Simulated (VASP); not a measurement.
Runs of VASP 6.6.1 on Nb. The structure is cubic, space group Im-3m (No. 229). Conventional cell: a = 3.318 Å, b = 3.318 Å, c = 3.318 Å, α = 90.00°, β = 90.00°, γ = 90.00°. Around Nb (site symmetry m-3m) lie 8 Nb at 2.87 Å. 

```csv
task,level,potentials or basis,cell,k mesh,cutoff (eV),mesh quality,gap on the mesh (eV),pressure (GPa),relaxed volume (Å³/atom)
single point,PBEsol,"VASP PAW PBE potentials, release 64 (Nb_sv)",as given,18 × 18 × 18,520,not flagged,none,(c),-
relaxation of cell and atoms,PBE+D3(BJ),"VASP PAW PBE potentials, release 64 (Nb_sv)",relaxed,18 × 18 × 18,600,not flagged,none,0.0,17.40
relaxation of cell and atoms,PBEsol,"VASP PAW PBE potentials, release 64 (Nb_sv)",relaxed,18 × 18 × 18,600,not flagged,none,0.0,(a)
relaxation of cell and atoms,PBEsol,"VASP PAW PBE potentials, release 64 (Nb_pv)",relaxed,18 × 18 × 18,580,not flagged,none,0.0,17.75
relaxation of cell and atoms,PBE,"VASP PAW PBE potentials, release 64 (Nb_sv)",relaxed,18 × 18 × 18,600,not flagged,none,0.0,18.12
relaxation of cell and atoms,PBEsol,"VASP PAW PBE potentials, release 64 (Nb_sv)",relaxed,18 × 18 × 18,480,not flagged,none,0.0,(b)
relaxation of cell and atoms,RPBE,"VASP PAW PBE potentials, release 64 (Nb_sv)",relaxed,18 × 18 × 18,600,not flagged,none,0.0,18.43
relaxation of cell and atoms,LDA,"VASP PAW LDA potentials, release 64 (Nb_sv)",relaxed,18 × 18 × 18,600,not flagged,none,0.0,17.12
relaxation of cell and atoms,PBEsol,"VASP PAW PBE potentials, release 64 (Nb_sv)",relaxed,6 × 6 × 6,600,coarse,none,0.0,17.16
```

Alike in all rows: no spin polarisation; smearing gaussian 0.1 eV.

Estimate the missing entries.

(a) 17.50; (b) 17.49; (c) -7.1.

Caveats: some runs use coarse meshes; the PAW data sets were made with another functional, which shifts forces and pressure a little (some runs); pairwise dispersion overbinds metals, which lowers pressure and volume (some runs).

A k mesh can miss the band edges, and the runs leave out spin-orbit coupling on Nb.

A gap of «none» marks a metal or a gap under the smearing width.

The runs don't all hold the same shells in valence.
